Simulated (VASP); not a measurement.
VASP runs on Ag (space group Fm-3m) share one base input (PBE GGA, plane waves, VASP's PBE PAW potentials (set 64)) and change the settings named in each case.

POSCAR:
```
Ag
1
    0.0000000000     2.0450000000     2.0450000000
    2.0450000000     0.0000000000     2.0450000000
    2.0450000000     2.0450000000     0.0000000000
Ag
1
Direct
  0.0000000000   0.0000000000   0.0000000000
```

File KPOINTS:
```
Automatic
0
gamma
18 18 18
0 0 0
```

### INCAR
```
GGA = PE
PREC = Accurate
ISMEAR = -1   ! Fermi-Dirac
ISIF = 2   ! forces and stress, cell fixed
LREAL = .FALSE.   ! projection in real space or not
ALGO = Normal   ! blocked Davidson
LMAXMIX = 4   ! l cut-off of mixed one-centre charges
LWAVE = .FALSE.
NELM = 100
EDIFF = 1E-6   ! SCF stop (eV)
SYSTEM = Ag
SIGMA = 0.1
LCHARG = .FALSE.
LASPH = .TRUE.
ENCUT = 300
```

POTCAR, in this order: Ag (PBE.64 set). Program: vasp_std.

```
change                                                                                                  E(σ→0) (eV/atom)  pressure (GPa)  −TS (eV)
------------------------------------------------------------------------------------------------------  ----------------  --------------  --------
base run                                                                                                         -2.7192            4.09   -0.0074
GGA removed, POTCAR Ag (LDA.64 set)                                                                              -3.7681           -7.60   -0.0075
GGA_COMPAT = .FALSE., LNONCOLLINEAR = .TRUE., LSORBIT = .TRUE., MAGMOM = 0.0 0.0 0.0, program vasp_ncl           -2.7462            3.97   -0.0075
KPOINTS 1×1×1 Γ-centred mesh                                                                                    -10.4301          -73.15   -0.2255
```
 Energies of different potentials or functionals have different zeros.  At 300 eV the pressure can carry a Pulay error.

Left out are runs that ran out of time, are held back, or changed the cell or the kind of run, fixed moments of cells without a moment, rows past the twelfth, gaps on odd meshes, pressures of charged cells and columns that move by less than the noise.

The structure is a typed Ag crystal (Fm-3m). The cell was not relaxed at this level.
